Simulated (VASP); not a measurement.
Given:

```
RuSi
1.0
    2.91451     0.00000     0.00000
    0.00000     2.91451     0.00000
    0.00000     0.00000     2.91451
Si Ru
1 1
Direct
  0.50000   0.50000   0.50000
  0.00000   0.00000   0.00000
```

Method: r2SCAN meta-GGA with spin-orbit coupling, VASP's PBE PAW potentials (set 64) (plane waves; VASP). Run with 400 eV cut-off, 11×11×11 Γ-centred mesh, Gaussian smearing of 0.050 eV, potentials Si Ru_pv.

Task: What does the run give for the energy per atom (σ→0), band gap (over mesh and band path) with the smallest direct gap where there is one?

Result: 
```
Item                                                                  Result
----------------------------------  ----------------------------------------
band gap (over mesh and band path)  none (metal, semimetal or under 0.01 eV)
energy per atom (σ→0)                                        -17.802 eV/atom
```

The structure comes from a computed database's SiRu entry (Pm-3m); how it stands against other phases isn't given here. It was relaxed first.
